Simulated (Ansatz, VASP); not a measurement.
# W2NO2: VASP beside Ansatz, part 2 of 2

Wanted: the spread between two codes on one cell, functional and k mesh. The structure shown is the start of the Ansatz relaxation below; VASP solves that cell, so the two are compared at the walk's first step.

VASP 6.6.1 and Ansatz 0.2.0.

So far. Step 4 (Comparison): The forces differ by 96 meV/Å r.m.s., which is 5.8 % of the r.m.s. force of 1.661 eV/Å (both taken over all components). With vacuum in the cell, a pressure given here is an average over mostly empty space and none of the material.

**6. VASP: single point, LDA, start cell, pair 2**

Level of this step: LDA, no spin polarisation; plane waves and PAW (N, W, O) (VASP).

The same cell, functional (in two slightly different forms), mesh and smearing now go to VASP, with its own data sets.

Input file INCAR:

```
SYSTEM = W2NO2
PREC = Accurate
ENCUT = 520
EDIFF = 1E-06
NELM = 120
ISMEAR = 0
SIGMA = 0.1
LREAL = .FALSE.
ALGO = Normal
GGA = CA
NBANDS = 20
LASPH = .TRUE.
LORBIT = 11
LWAVE = .FALSE.
LCHARG = .FALSE.
ISIF = 2
LDIPOL = .TRUE.
IDIPOL = 3
DIPOL = 0.5 0.5 0.307
LVHAR = .TRUE.
GGA_COMPAT = .FALSE.
NELMDL = -8
KPAR = 2
```

Input file POSCAR:

```
W2NO2
1.0
    3.1389250000      0.0000000000      0.0000000000
   -1.5694620000      2.7183890000      0.0000000000
    0.0000000000      0.0000000000     32.6000000000
N W O
1 2 2
Direct
    0.0000000000      0.0000000000      0.3067484663
    0.3333331658      0.6666665440      0.3381801227
    0.6666665156      0.3333334560      0.2753168098
    0.6666665156      0.3333334560      0.3693112577
    0.3333331658      0.6666665440      0.2441856748
```

Input file KPOINTS:

```
Automatic mesh
0
Gamma
15 15 1
0 0 0
```

Potentials, in the order of the species: N, W and O (LDA family, release 64).

Started as:

```
$ mpirun -np 2 vasp_std
```

Numbers of over 12 decimals in the logs are rounded to 6 here.

The program printed:

```text
[... set-up lines as in an earlier step ...]
 entering main loop
       N       E                     dE             d eps       ncg     rms          rms(c)
DAV:   1     0.274248613174E+03    0.27425E+03   -0.10703E+04  1096   0.107E+03
DAV:   2    -0.169147075961E+02   -0.29116E+03   -0.28093E+03  1660   0.258E+02
DAV:   3    -0.604652854987E+02   -0.43551E+02   -0.42868E+02  1308   0.122E+02
DAV:   4    -0.620469041444E+02   -0.15816E+01   -0.15525E+01  1588   0.239E+01
[...]
DAV:  22    -0.540729936073E+02   -0.43484E-05   -0.11260E-07   792   0.158E-03    0.449E-04
DAV:  23    -0.540729965525E+02   -0.29452E-05   -0.96526E-08   776   0.136E-03    0.377E-04
DAV:  24    -0.540729973311E+02   -0.77857E-06   -0.28508E-08   740   0.780E-04
   1 F= -.54072997E+02 E0= -.54069202E+02  d E =-.758992E-02
```

OUTCAR, selected parts (step 6):

```text
  Total        0.5037541      0.5037541      0.3093553      0.0000001     -0.0000000     -0.0000000
  in kB        2.9014762      2.9014766      1.7817961      0.0000005     -0.0000000     -0.0000000
  external PRESSURE =       2.5282496 kB  Pullay stress =       0.0000000 kB

 POSITION                                       TOTAL-FORCE (eV/Angst)
 -----------------------------------------------------------------------------------
      0.00000      0.00000     10.00000        -0.000000     -0.000000      0.000000
     -0.00000      1.81226     11.02467        -0.000000      0.000000     -0.027661
      1.56946      0.90613      8.97533        -0.000000     -0.000000      0.027661
      1.56946      0.90613     12.03955         0.000000     -0.000000      0.108162
     -0.00000      1.81226      7.96045        -0.000000      0.000000     -0.108162
 -----------------------------------------------------------------------------------
    total drift:                                0.001124     -0.000000     -0.000003

  FREE ENERGIE OF THE ION-ELECTRON SYSTEM (eV)
  ---------------------------------------------------
  free  energy   TOTEN  =       -54.0729973311 eV

  energy  without entropy=      -54.0654074101  energy(sigma->0) =      -54.06920237

[... 3 further parts left out ...]
[key lines of the parts left out:]
E-fermi :  -3.3591
```

The run ends at a pressure of 0.25 GPa, with forces up to 0.11 eV/Å.

**7. Side by side**

What differs besides the data sets and the points named for the pairs above, as far as they apply: the data sets hold 45 valence electrons in Ansatz (on its PAW soft_1 files) and 29 in VASP; the cutoff is 420 eV in Ansatz and 520 eV in VASP. Total energies have different zeros and are not compared.

Forces (eV/Å; atoms numbered as in POSCAR):

```tsv
atom	Ansatz x, y, z	VASP x, y, z
N1	0.000, 0.000, 0.000	0.000, 0.000, 0.000
W2	0.000, 0.000, 0.007	0.000, 0.000, -0.028
W3	0.000, 0.000, -0.007	0.000, 0.000, 0.028
O4	0.000, 0.000, 0.030	0.000, 0.000, 0.108
O5	0.000, 0.000, -0.030	0.000, 0.000, -0.108
```

The forces differ by 31 meV/Å r.m.s., where the r.m.s. force is 0.011 eV/Å in Ansatz and 0.041 eV/Å in VASP: the atoms lie near their places of rest in Ansatz, so a percentage would say little (all taken over all components). With vacuum in the cell, a pressure given here is an average over mostly empty space and none of the material.

**8. Ansatz: relaxation, LDA**

The two programs are compared at the cell with which this relaxation starts, whose forces are those of its first step.

The structure compared here is the start of the Ansatz relaxation; VASP solves that cell, so the two are compared at the walk's first step.

Input file input.yaml:

```yaml
crystal:
  lattice:
    - [3.1370070302, 0.0, 0.0]
    - [-1.5685035151, 2.71672778, 0.0]
    - [0.0, 0.0, 32.6]
  atoms:
    - { symbol: "N", position: [0.0, 0.0, 0.3067484663] }
    - { symbol: W, position: [0.3333333333, 0.6666666667, 0.3382177011] }
    - { symbol: W, position: [0.6666666667, 0.3333333333, 0.2752792314] }
    - { symbol: O, position: [0.6666666667, 0.3333333333, 0.3694274482] }
    - { symbol: O, position: [0.3333333333, 0.6666666667, 0.2440694844] }
  periodic: [true, true, false]
kpoints:
  mp_grid: { grid: [18, 18, 1] }
hamiltonian:
  xc: lda
  pseudopotentials: { kind: paw, azcp: { folder: soft_1 }, xc_functional: pbe }
scf:
  occupations: { method: methfessel_paxton, width: 0.2 }
output:
  forces: true
  stress: true
  eigenvalues: true
relax:
  adjacent_minimum: "off"
  f_tol: 0.001
  max_steps: 60
  cell: { stress_2d_tol: 0.002 }
```

Started as:

```
$ ansatz run input.yaml --threads 4 --pin off --max-ram 16384MiB --backend cpu --events-out ev --progress --plain --runs-dir out
```

The program printed:

```text
[...]
Crystal: 5 atoms, lattice volume = 277.830 Å³
Basis set: ecut = 420 eV, 5401 PW (Γ)
Bands: 28, of which v1, the nominal top of the filled ones, is band 23 counted from 1 (22 counted from 0)
Symmetry: 12 space group operations
[...]
k-points: 37 of 324
[...]
cell:  # Å, volume = 277.7742 Å³
    - [3.136692, 0.0, 0]
    - [-1.568346, 2.716455, 0]
    - [0, 0, 32.6]
  atoms:
    - { symbol: N, position: [0, 0, 0.30674846628] }
    - { symbol: W, position: [0.333333, 0.666667, 0.338223] }
    - { symbol: W, position: [0.666667, 0.333333, 0.275274] }
    - { symbol: O, position: [0.666667, 0.333333, 0.369447] }
    - { symbol: O, position: [0.333333, 0.666667, 0.244050] }
[key lines of the parts left out:]
SCF converged after 6 iterations
Free energy (F): -21745.867523 eV
Fermi energy:    -5.749499 eV
P = ½ c Tr σ = 0.0004 N/m
```

**9. VASP: single point, LDA, start cell, pair 3**

The same cell, functional (in two slightly different forms), mesh and smearing now go to VASP, with its own data sets.

INCAR: that of step 6 with these lines changed.

```diff
@@ -5,4 +5,4 @@
 NELM = 120
-ISMEAR = 0
-SIGMA = 0.1
+ISMEAR = 1
+SIGMA = 0.2
 LREAL = .FALSE.
```

Input file POSCAR:

```
W2NO2
1.0
    3.1370070000      0.0000000000      0.0000000000
   -1.5685040000      2.7167280000      0.0000000000
    0.0000000000      0.0000000000     32.6000000000
N W O
1 2 2
Direct
    0.0000000000      0.0000000000      0.3067484663
    0.3333334396      0.6666666667      0.3382176994
    0.6666668792      0.3333333333      0.2752792331
    0.6666668792      0.3333333333      0.3694274540
    0.3333334396      0.6666666667      0.2440694785
```

Input file KPOINTS:

```
Automatic mesh
0
Gamma
18 18 1
0 0 0
```

Started as:

```
$ mpirun -np 2 vasp_std
```

The program printed:

```text
[... set-up lines as in an earlier step ...]
 entering main loop
       N       E                     dE             d eps       ncg     rms          rms(c)
DAV:   1     0.264629220378E+03    0.26463E+03   -0.10854E+04  1536   0.107E+03
DAV:   2    -0.193155964389E+02   -0.28394E+03   -0.27316E+03  2228   0.259E+02
DAV:   3    -0.605313142749E+02   -0.41216E+02   -0.40462E+02  1792   0.119E+02
DAV:   4    -0.620469371996E+02   -0.15156E+01   -0.14772E+01  2208   0.235E+01
[...]
DAV:  22    -0.540636205624E+02   -0.51243E-05   -0.14768E-07  1072   0.157E-03    0.273E-04
DAV:  23    -0.540636229886E+02   -0.24262E-05   -0.74428E-08  1060   0.104E-03    0.244E-04
DAV:  24    -0.540636239040E+02   -0.91542E-06   -0.32953E-08  1044   0.700E-04
   1 F= -.54063624E+02 E0= -.54063464E+02  d E =-.480247E-03
```

From OUTCAR (step 9):

```text
  Total        0.5706481      0.5706482      0.1740501     -0.0000001      0.0000000      0.0000000
  in kB        3.2907863      3.2907869      1.0037038     -0.0000006      0.0000000      0.0000000
  external PRESSURE =       2.5284257 kB  Pullay stress =       0.0000000 kB

 POSITION                                       TOTAL-FORCE (eV/Angst)
 -----------------------------------------------------------------------------------
      0.00000      0.00000     10.00000        -0.000000      0.000000      0.000000
     -0.00000      1.81115     11.02590        -0.000000      0.000000     -0.036917
      1.56850      0.90558      8.97410        -0.000000      0.000000      0.036917
      1.56850      0.90558     12.04334        -0.000000      0.000000      0.079581
     -0.00000      1.81115      7.95666         0.000000     -0.000000     -0.079581
 -----------------------------------------------------------------------------------
    total drift:                               -0.001125     -0.000000     -0.000054

  FREE ENERGIE OF THE ION-ELECTRON SYSTEM (eV)
  ---------------------------------------------------
  free  energy   TOTEN  =       -54.0636239040 eV

  energy  without entropy=      -54.0631436570  energy(sigma->0) =      -54.06346382

[... 3 further parts left out ...]
[key lines of the parts left out:]
E-fermi :  -3.3482
```

The run ends at a pressure of 0.25 GPa, with forces up to 0.080 eV/Å.

**10. Side by side**

What differs besides the data sets and the points named for the pairs above, as far as they apply: the data sets hold 45 valence electrons in Ansatz (on its PAW soft_1 files) and 29 in VASP. Total energies have different zeros and are not compared.

Forces (eV/Å; atoms numbered as in POSCAR):

```tsv
atom	Ansatz x, y, z	VASP x, y, z
N1	0.000, 0.000, 0.000	0.000, 0.000, 0.000
W2	0.000, 0.000, -0.001	0.000, 0.000, -0.037
W3	0.000, 0.000, 0.001	0.000, 0.000, 0.037
O4	0.000, 0.000, 0.005	0.000, 0.000, 0.080
O5	0.000, 0.000, -0.005	0.000, 0.000, -0.080
```

The forces differ by 30 meV/Å r.m.s., where the r.m.s. force is 0.002 eV/Å in Ansatz and 0.032 eV/Å in VASP: the atoms lie near their places of rest in Ansatz, so a percentage would say little (all taken over all components). With vacuum in the cell, a pressure given here is an average over mostly empty space and none of the material.

**11. Outcome**

```
r.m.s. force difference (single point, LDA, start cell, pair 1) : 5.8 % of the r.m.s. force
r.m.s. force difference (single point, LDA, start cell, pair 2) : 31 meV/Å
r.m.s. force difference (single point, LDA, start cell, pair 3) : 30 meV/Å
```

**Reading.** The r.m.s. force difference is 31 meV/Å (single point, LDA, start cell, pair 2), beyond the 12 meV/Å picked in this series as the mark of a large difference. The data sets hold unlike numbers of valence electrons (45 in Ansatz and 29 in VASP), so part of the differences comes from the potentials. What causes the difference of the single point, LDA, start cell, pair 1 pair stays open here. What causes the difference of the single point, LDA, start cell, pair 2 pair stays open here. What causes the difference of the single point, LDA, start cell, pair 3 pair stays open here. 3 further runs of this series are not shown here. How closely two codes agree says nothing of how well the functional describes the real material.

[Lines on the potential files, build, host, timing and source positions are cut from VASP's logs without a mark.]

[Logs are printed without paths, hosts, clocks, repeated set-up lines and the standing remarks that a program may print on its own settings, such as how far it seeks lower states.]

[Hosts, paths, dates, database ids (printed as entryN), source tags and the programs' standing remarks are cut or masked in the printed files.]
